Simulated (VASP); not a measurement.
Calculation: PBE GGA, VASP's PBE PAW potentials (set 64) (plane waves; VASP).

VASP input:

INCAR:
```
ALGO = Normal
EDIFF = 1E-09
ENCUT = 560
GGA = PE
ISIF = 2
ISMEAR = 0
LASPH = .TRUE.
LCHARG = .FALSE.
LREAL = .FALSE.
LWAVE = .FALSE.
NELM = 100
PREC = Accurate
SIGMA = 0.01
SYSTEM = LiH
```

### POSCAR
```
LiH
1
    0.0000000000     1.9917480000     1.9917480000
    1.9917480000     0.0000000000     1.9917480000
    1.9917480000     1.9917480000     0.0000000000
Li H
1 1
Direct
  0.0000000000   0.0000000000   0.0000000000
  0.5000000000   0.5000000000   0.5000000000
```

File KPOINTS:
```
Automatic mesh
0
Gamma
15 15 15
0.5 0.5 0.5
```

POTCAR, in this order: Li_sv H (PBE.64 set). Program: vasp_std.

Predict the energy per atom (σ→0).

| Item | Value |
|---|---|
| energy per atom (σ→0) | -3063 meV/atom |

File OSZICAR:
```
...
DAV:  10    -0.612654659996E+01    0.91782E-06   -0.55309E-06  4590   0.224E-02    0.275E-03
DAV:  11    -0.612654644368E+01    0.15628E-06   -0.44727E-07  6240   0.482E-03    0.612E-04
DAV:  12    -0.612654658569E+01   -0.14201E-06   -0.14398E-08  4308   0.133E-03    0.463E-04
DAV:  13    -0.612654653184E+01    0.53855E-07   -0.13627E-08  4944   0.664E-04    0.329E-05
DAV:  14    -0.612654652779E+01    0.40510E-08   -0.23076E-10  2610   0.187E-04    0.149E-05
DAV:  15    -0.612654652896E+01   -0.11772E-08   -0.31661E-11  2166   0.467E-05    0.470E-06
DAV:  16    -0.612654652937E+01   -0.40293E-09   -0.52229E-12  2088   0.195E-05
   1 F= -.61265465E+01 E0= -.61265465E+01  d E =-.221733-164
```

The structure comes from a computed database's LiH entry; how it stands against other phases isn't given here. The cell was not relaxed at this level. The run is one of a series of settings (EDIFF = 1E-09, ENCUT = 560, KPOINTS 15×15×15 Γ-centred mesh shifted by (0.5, 0.5, 0.5) against the base run), some of them coarse on purpose.
